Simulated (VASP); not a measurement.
A VASP calculation is set up with these files.

**INCAR**
```
SYSTEM = Na
PREC = Accurate
ENCUT = 300
EDIFF = 1E-6
NELM = 100
ALGO = Normal
LREAL = .FALSE.
LASPH = .TRUE.
ISMEAR = 0
SIGMA = 0.272
GGA = PE
LWAVE = .FALSE.
LCHARG = .FALSE.
ISIF = 2
```

**KPOINTS**
```
Automatic
0
Gamma
 5 5 1
```

File POSCAR:
```
Na
1
    4.1487160000     0.0000000000     0.0000000000
    0.0000000000     4.1487160000     0.0000000000
    0.0000000000     0.0000000000    26.5201000000
Na
6
Direct
  0.0000000000   0.0000000000   0.3809940000
  0.5000000000   0.5000000000   0.3016580000
  0.0000000000   0.0000000000   0.5396700000
  0.5000000000   0.5000000000   0.4603340000
  0.0000000000   0.0000000000   0.6983420000
  0.5000000000   0.5000000000   0.6190060000
```

POTCAR, in this order: Na_pv (PBE.64 set). Program: vasp_std.

Question: Write an equivalent input for Quantum ESPRESSO's pw.x.

Answer: One equivalent input (not run):
```
&CONTROL
  calculation = 'scf'
  pseudo_dir = './pseudo'
  outdir = './out'
  tprnfor = .true.
  tstress = .true.
/
&SYSTEM
  ibrav = 0
  nat = 6
  ntyp = 1
  ecutwfc = 88
  occupations = 'smearing'
  smearing = 'gaussian'
  degauss = 0.01999
  input_dft = 'pbe'
/
&ELECTRONS
  conv_thr = 7.3e-08
  electron_maxstep = 100
/
ATOMIC_SPECIES
  Na 22.990 Na.upf
CELL_PARAMETERS angstrom
     4.1487160    0.0000000    0.0000000
     0.0000000    4.1487160    0.0000000
     0.0000000    0.0000000   26.5201000
ATOMIC_POSITIONS crystal
  Na   0.0000000  0.0000000  0.3809940
  Na   0.5000000  0.5000000  0.3016580
  Na   0.0000000  0.0000000  0.5396700
  Na   0.5000000  0.5000000  0.4603340
  Na   0.0000000  0.0000000  0.6983420
  Na   0.5000000  0.5000000  0.6190060
K_POINTS automatic
  5 5 1 0 0 0
```
Limits of the translation: the potentials are each code's own (VASP's PAW set, PseudoDojo norm-conserving files in pw.x), so ENCUT and ecutwfc are chosen apart and not converted; conv_thr bounds pw.x's estimated SCF error, while EDIFF bounds the energy change between steps.

The cell is a sheet with vacuum, built from a database entry that may be metastable or hypothetical.
